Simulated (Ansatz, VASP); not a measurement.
# K4Na4Al10Si30O79 (glassy 77SiO2-13Al2O3-5Na2O-5K2O (mol %)) in two plane-wave programs, part 2 of 2

Wanted: the spread between two codes on one cell, functional and k mesh. Of the first pair: The structure shown is the start of the Ansatz relaxation below; VASP solves that cell, so the two are compared at the walk's first step.

VASP 6.6.1 and Ansatz 0.2.0.

So far. Step 3 (VASP: single point, r2SCAN, start cell, pair 1): The run ends at a pressure of 1.69 GPa, with forces up to 2.9 eV/Å.

## Step 6: VASP: single point, r2SCAN, relaxed cell, pair 2

Level of this step: r2SCAN; plane waves and PAW (Si, Al, Na_pv, K_sv, O) (VASP).

The same cell, functional and mesh now go to VASP, with its own data sets.

File INCAR:

```
SYSTEM = K4Na4Al10Si30O79
PREC = Accurate
ENCUT = 660
EDIFF = 1E-06
NELM = 120
ISMEAR = 0
SIGMA = 0.01
LREAL = Auto
ALGO = Normal
METAGGA = R2SCAN
LASPH = .TRUE.
NBANDS = 432
LORBIT = 11
LWAVE = .FALSE.
LCHARG = .FALSE.
ISIF = 2
GGA_COMPAT = .FALSE.
EFERMI = MIDGAP
LMIXTAU = .TRUE.
NCORE = 4
```

File POSCAR:

```
K4Na4Al10Si30O79
1.0
   12.1724130000     -0.1000750000      0.0803450000
   -0.1000750000     11.8487060000      0.0587260000
    0.0803450000      0.0587260000     11.6099050000
Si Al Na K O
30 10 4 4 79
Direct
    0.9523200000      0.2171800000      0.4498300000
    0.6043000000      0.1423800000      0.0633500000
    0.8102200000      0.7540200000      0.1357800000
    0.0914500000      0.1478500000      0.8234700000
    0.7015200000      0.3801400000      0.8149800000
    0.0315300000      0.2199300000      0.0650500000
    0.6477000000      0.0696300000      0.8060500000
    0.3245000000      0.6698000000      0.4206300000
    0.1971300000      0.9110900000      0.4029600000
    0.5326400000      0.6591400000      0.8091400000
    0.1808700000      0.9162900000      0.7552800000
    0.3555700000      0.9875700000      0.5878700000
    0.2081800000      0.5201900000      0.2520800000
    0.3632800000      0.1854400000      0.0037400000
    0.1606300000      0.7700800000      0.9813000000
    0.2885000000      0.4291500000      0.0085300000
    0.5910300000      0.9593900000      0.4774300000
    0.9425200000      0.6701500000      0.9452200000
    0.1904000000      0.5886600000      0.6181200000
    0.8846800000      0.0955500000      0.6722100000
    0.1347000000      0.4022700000      0.7913200000
    0.5477700000      0.4912300000      0.9860900000
    0.5197000000      0.9453700000      0.2313700000
    0.8714100000      0.4376200000      0.3243800000
    0.9573300000      0.4468800000      0.0773100000
    0.6656800000      0.5366400000      0.2199100000
    0.5589700000      0.6102900000      0.4371100000
    0.4308700000      0.1933200000      0.7394300000
    0.9452100000      0.9626900000      0.4487900000
    0.9082900000      0.5106200000      0.7661200000
[... 91 atom lines left out ...]
    0.4148600000      0.4758600000      0.9927400000
    0.2218500000      0.8563000000      0.8805800000
    0.1978300000      0.9617900000      0.2763600000
    0.0739700000      0.1997700000      0.1916700000
    0.0331800000      0.7725400000      0.9440300000
    0.1686100000      0.0486300000      0.7786600000
```

File KPOINTS:

```
Automatic mesh
0
Gamma
1 1 1
0 0 0
```

Potentials, in the order of the species: Si, Al, Na_pv, K_sv and O (PBE family, release 64).

On the command line:

```console
> mpirun -np 16 vasp_gam
```

Numbers of over 12 decimals in the logs are rounded to 6 here.

Log:

```text
[banner, memory and clock lines left out]
running   16 mpi-ranks, on    1 nodes
[...]
[... a notice as in an earlier step ...]

 LDA part: xc-table for (None), standard interpolation
 POSCAR, INCAR and KPOINTS ok, starting setup
[...]
entering main loop
       N       E                     dE             d eps       ncg     rms          rms(c)
DAV:   1     0.793919014236E+04    0.79392E+04   -0.45826E+05   864   0.200E+03
DAV:   2    -0.546184018653E+03   -0.84854E+04   -0.80829E+04  1032   0.471E+02
DAV:   3    -0.149995098638E+04   -0.95377E+03   -0.94006E+03  1000   0.177E+02
DAV:   4    -0.154248126560E+04   -0.42530E+02   -0.42157E+02  1048   0.408E+01
[...]
DAV:  24    -0.121095964039E+04   -0.10706E-04   -0.56969E-06   864   0.597E-03    0.186E-03
DAV:  25    -0.121095964148E+04   -0.10907E-05   -0.11759E-06   648   0.281E-03    0.107E-03
DAV:  26    -0.121095964183E+04   -0.34823E-06   -0.38408E-07   632   0.178E-03
   1 F= -.12109596E+04 E0= -.12109596E+04  d E =0.000000E+00
```

Parts of OUTCAR (step 6):

```text
  Total       -0.9761375     -1.0760329     -1.1243770      0.0228235     -0.0131912      0.0391633
  in kB       -0.9341281     -1.0297244     -1.0759879      0.0218412     -0.0126235      0.0374779
  external PRESSURE =      -1.0132801 kB  Pullay stress =       0.0000000 kB

 POSITION                                       TOTAL-FORCE (eV/Angst)
 -----------------------------------------------------------------------------------
     11.60644      2.50442      5.31175        -0.055300      0.026140      0.005052
[...]
2.24183      4.78138      3.69780        -0.010262     -0.069403      0.000514
      0.72924     10.72935      5.19552         0.015777      0.003370      0.011093
     11.61288      5.16235      2.62218        -0.001040     -0.003545     -0.025747
      9.32422      3.18091     10.08107         0.036334     -0.039997      0.040943
      0.10209      5.17922      9.48571        -0.015053      0.010515     -0.011133
      8.17801     10.30316      6.58069         0.015061     -0.007463      0.019066
      5.50106      8.22425      5.17554         0.006314      0.003973      0.005842
     10.11048      8.42894     11.70257        -0.022970      0.005788      0.027249
      1.00429      7.50981      6.48062        -0.029156     -0.005489     -0.008769
      6.82893      6.64716      3.62409        -0.005750      0.010923      0.006312
      0.54337      4.20835      0.43195         0.015796      0.004724     -0.016205
      4.58963      1.33217      7.50516        -0.001178     -0.016964      0.007146
[...]
-----------------------------------------------------------------------------------
    total drift:                                0.007577     -0.040467      0.037274

  FREE ENERGIE OF THE ION-ELECTRON SYSTEM (eV)
  ---------------------------------------------------
  free  energy   TOTEN  =     -1210.9596418267 eV

  energy  without entropy=    -1210.9596418267  energy(sigma->0) =    -1210.95964183

[... 1 part as in an earlier step ...]

[... 2 further parts left out ...]
[key lines of the parts left out:]
E-fermi :   3.9545
```

The run ends at a pressure of -0.10 GPa, with forces up to 0.097 eV/Å.

## Step 7: Side by side

What differs besides the data sets and the points named for the pairs above, as far as they apply: the data sets hold 696 valence electrons in Ansatz (on its default PAW (the set named soft_2) files) and 688 in VASP; the cutoff is 500 eV in Ansatz and 660 eV in VASP (PREC = Accurate, projectors in real space). Total energies have different zeros and are not compared.

The two programs side by side:

| quantity | Ansatz | VASP | difference |
| --- | --- | --- | --- |
| pressure (GPa) | 0.01 | -0.10 | +0.11 |
| gap on the k mesh (eV) | 4.277 | 4.263 | +0.014 |

Forces on 7 of the 127 atoms, those with the largest forces and the largest differences (eV/Å; atoms numbered as in POSCAR):

| atom | Ansatz x, y, z | VASP x, y, z |
| --- | --- | --- |
| Si17 | 0.002, 0.015, -0.002 | -0.035, -0.079, 0.027 |
| Si25 | 0.003, -0.007, 0.004 | 0.072, 0.053, 0.025 |
| O60 | -0.003, -0.009, 0.005 | -0.015, -0.058, 0.077 |
| O65 | -0.001, -0.023, -0.013 | -0.006, -0.090, -0.022 |
| O105 | -0.003, -0.012, 0.004 | 0.035, 0.077, 0.004 |
| O115 | 0.006, -0.013, -0.012 | 0.001, -0.042, -0.074 |
| O119 | 0.008, -0.010, 0.003 | -0.038, 0.078, -0.003 |

The forces differ by 26 meV/Å r.m.s., where the r.m.s. force is 0.008 eV/Å in Ansatz and 0.027 eV/Å in VASP: the atoms lie near their places of rest in Ansatz, so a percentage would say little (all taken over all components). A gap on the mesh is an upper bound, since the band edges may lie between its points.

## Step 8: Outcome

| Quantity | Value |
| --- | --- |
| r.m.s. force difference (single point, r2SCAN, start cell, pair 1) | 3.7 % of the r.m.s. force |
| r.m.s. force difference (single point, r2SCAN, relaxed cell, pair 2) | 26 meV/Å |

What this shows: The r.m.s. force difference is 26 meV/Å (single point, r2SCAN, relaxed cell, pair 2), beyond the 12 meV/Å picked in this series as the mark of a large difference. The data sets hold unlike numbers of valence electrons (696 in Ansatz and 688 in VASP), so part of the differences comes from the potentials. What causes the difference of the single point, r2SCAN, start cell, pair 1 pair stays open here. What causes the difference of the single point, r2SCAN, relaxed cell, pair 2 pair stays open here. How closely two codes agree says nothing of how well the functional describes the real material.

[Lines on the potential files, build, host, timing and source positions are cut from VASP's logs without a mark.]

[Logs are printed without paths, hosts, clocks, repeated set-up lines and the standing remarks that a program may print on its own settings, such as how far it seeks lower states.]

[Hosts, paths, dates, database ids (printed as entryN), source tags and the programs' standing remarks are cut or masked in the printed files.]
